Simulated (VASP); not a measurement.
Here is a VASP 6.6.1 calculation.

File POSCAR:

```
Ga24CN22O                               
1.0
   -3.2177240000     -5.5732640000      5.2440550000
    6.4354500000      0.0000000000      5.2440550000
   -3.2177260000      5.5732640000      5.2440550000
  Ga              C               N               O             
    24     1    22     1
Direct
     0.8268963106411209    0.5064485082874080    0.6663107012913313
     0.6656834934115545    0.3344430249714658    0.0012617662449902
     0.0002174861326597    0.6668408884669490    0.3330494733109312
     0.6659024907673615    0.8341244141301485    0.4981546266584081
     0.0008804298769741    0.1618231797371085    0.8402153478057146
     0.1754703665142725    0.3335820589827044    0.4955157065643644
     0.4988392053115871    0.6670818666991915    0.8332193768583761
     0.8318752384202299    0.9985709417343988    0.1662417134928778
     0.3340793440611520    0.4993953151821875    0.1656625597265390
     0.3339178275058255    0.0004983299051037    0.6657378333172376
     0.1669463820181290    0.8323274230644490    0.9999788069191707
     0.5018314028352857    0.1684261395522952    0.3337038990630328
     0.6655777309464811    0.4980495630880218    0.3340153342035012
     0.5014258407767374    0.3324027757511644    0.6649783756001465
     0.8326936144429977    0.6671810809576297    0.9990749732638781
     0.4992256067142625    0.8331039585725815    0.1650185031759200
     0.8251734819036545    0.1619173722610875    0.4929979828625858
     0.9977104254511197    0.3334419697807437    0.1671088826960030
     0.3339580637180981    0.6660482348956929    0.4987795549739554
     0.6653164984353951    0.0004688859998597    0.8317294233499577
     0.1650748342727859    0.4997474398306796    0.8331133040353631
     0.1666740383539097    0.9984069976223153    0.3320017068519994
     0.0008901901243968    0.8324699317638761    0.6654121429726825
     0.3326904366124543    0.1662661929115559    0.9996027799045327
     0.6249669003700776    0.2936518489566907    0.4592446817038177
     0.4567232763097068    0.1244530658008582    0.7938372649939440
     0.7926777904115192    0.4611406233373322    0.1232323183250823
     0.4573051925041515    0.6274358886128337    0.2897352413355939
     0.7941463007385098    0.9565225523829949    0.6261697141581988
     0.9608404581138902    0.1233803628600618    0.2903119748898380
     0.2894361336803850    0.4596522814160387    0.6270720194794669
     0.6251369049555322    0.7926293383372894    0.9574511082371251
     0.1240012511991016    0.2921211933638111    0.9586870107106171
     0.1260180277476182    0.7914429753526816    0.4581423736792364
     0.9580859078462083    0.6250243132698958    0.7910431492949659
     0.2914612447813211    0.9584098950705326    0.1242594507098109
     0.7933262567071876    0.6277186694162327    0.4574132067734676
     0.6248550674550530    0.4595805689017243    0.7946107999552278
     0.9590495381127557    0.7916792323803321    0.1246329297713194
     0.6241554036239256    0.9567594747927917    0.2895969531506542
     0.1246004974322831    0.4581265335992493    0.2921801907161644
     0.4586282430151102    0.7919975906182452    0.6247709124687421
     0.7908841078216171    0.1260199661983710    0.9577425737675244
     0.2909316142058687    0.6248262792841925    0.9580787142838921
     0.2894692941674752    0.1228471926598405    0.4576756714816662
     0.1255748516918457    0.9583174907639691    0.7912227342312194
     0.4568362221239337    0.2913877070101294    0.1227558029598687
     0.9618479957364793    0.2918270314652864    0.6264516277790587
```

File INCAR.step1:

```
PREC = Normal
ENCUT = 400
EDIFF = 1E-5
ISMEAR = 0
SIGMA = 0.01
LREAL = Auto
LASPH = True
NELM = 150
ALGO = Normal
ISIF = 2
LWAVE = True
LCHARG = False
ISPIN = 2
MAGMOM = 0 0 0 0 0 0 0 0 0 0 0 0.2 0.2 0.2 0 0 0.2 0 0 0 0 0 0 0 0.2 0 0 0 0 0 0 0 0 0 0 0 0 0 0 0 0 0 0 0 0 0 0 0
LORBIT = 11
NBANDS = 250
AMIX = 0.2
BMIX = 1E-4
AMIX_MAG = 0.8
BMIX_MAG = 1E-4
ICORELEVEL = 1
NELECT = 433.0
GGA = PE
LUSENCCL = False
```

The input INCAR.step2:

```
PREC = Normal
ENCUT = 400
EDIFF = 1E-7
ISMEAR = 0
SIGMA = 0.01
LREAL = Auto
LASPH = True
NELM = 150
ALGO = Normal
ISIF = 2
LWAVE = False
LCHARG = False
ISPIN = 2
MAGMOM = 0 0 0 0 0 0 0 0 0 0 0 0.2 0.2 0.2 0 0 0.2 0 0 0 0 0 0 0 0.2 0 0 0 0 0 0 0 0 0 0 0 0 0 0 0 0 0 0 0 0 0 0 0
LORBIT = 11
GGA = PE
LHFCALC = True
HFSCREEN = 0.2
PRECFOCK = Fast
NBANDS = 250
AMIX = 0.2
BMIX = 1E-4
AMIX_MAG = 0.8
BMIX_MAG = 1E-4
ICORELEVEL = 1
NELECT = 433.0
ISTART = 1
LUSENCCL = False
```

The input KPOINTS:

```
Automatic mesh
0
Gamma
  1 1 1
```

Potentials or basis: VASP PAW PBE potentials, release 64 (Ga_d, C, N, O).

Run with:

```bash
$ cat potpaw_PBE.64/Ga_d/POTCAR potpaw_PBE.64/C/POTCAR potpaw_PBE.64/N/POTCAR potpaw_PBE.64/O/POTCAR > POTCAR
$ cp INCAR.step1 INCAR
$ mpirun -np 1 vasp_gam > vasp.out
$ cp INCAR.step2 INCAR
$ mpirun -np 1 vasp_gam > vasp.out
```

**Question.** Estimate the band gap on the k mesh.

**Answer.** 0.54 eV, direct.

**Question.** Estimate the site moments.

**Answer.** Ga +0.03, +0.01, +0.02; C +0.01; N +0.01, +0.02; O +0.01 μB.

Forces in eV/Å, atoms in the order of the input:
```
Ga   0.142  0.079  0.021
Ga   0.019  0.060  0.027
Ga   0.041 -0.021  0.004
Ga   0.021  0.002 -0.021
Ga  -0.103  0.061  0.044
Ga  -0.010 -0.133  0.059
Ga   0.020  0.000  0.012
Ga  -0.025  0.022 -0.010
Ga  -0.009 -0.030  0.023
Ga  -0.028 -0.026  0.017
Ga  -0.019  0.026  0.008
Ga  -0.013 -0.035 -0.055
Ga   0.072 -0.032 -0.014
Ga  -0.027  0.052  0.011
Ga  -0.022  0.060  0.011
Ga  -0.024  0.020  0.018
Ga  -0.019 -0.009 -0.150
Ga   0.025  0.015  0.001
Ga   0.026 -0.023  0.017
Ga  -0.007  0.037 -0.034
Ga  -0.007 -0.033  0.087
Ga  -0.006 -0.020  0.003
Ga   0.000 -0.026 -0.024
Ga  -0.044 -0.044  0.047
C   -0.070 -0.029  0.103
N   -0.009 -0.025 -0.017
N   -0.033 -0.049 -0.024
N    0.019  0.002 -0.005
N    0.062 -0.009  0.096
N    0.001  0.035  0.083
N    0.042  0.091 -0.123
N   -0.003 -0.016 -0.011
N    0.030 -0.002 -0.145
N   -0.038  0.026 -0.011
N   -0.055 -0.061 -0.121
N    0.040  0.026 -0.018
N   -0.108  0.083  0.078
N   -0.005 -0.138  0.018
N    0.016 -0.028 -0.017
N   -0.006 -0.023  0.004
N   -0.056  0.063 -0.020
N   -0.040 -0.011 -0.003
N    0.006 -0.122  0.018
N    0.016  0.022 -0.023
N    0.091  0.115 -0.005
N    0.143  0.036 -0.027
N   -0.006  0.001 -0.035
O   -0.039  0.010  0.103
```

Caveat: the cell is charged against a uniform background, so pressure and absolute levels hang on convention; the PAW data sets were made with another functional, which shifts forces and pressure a little.
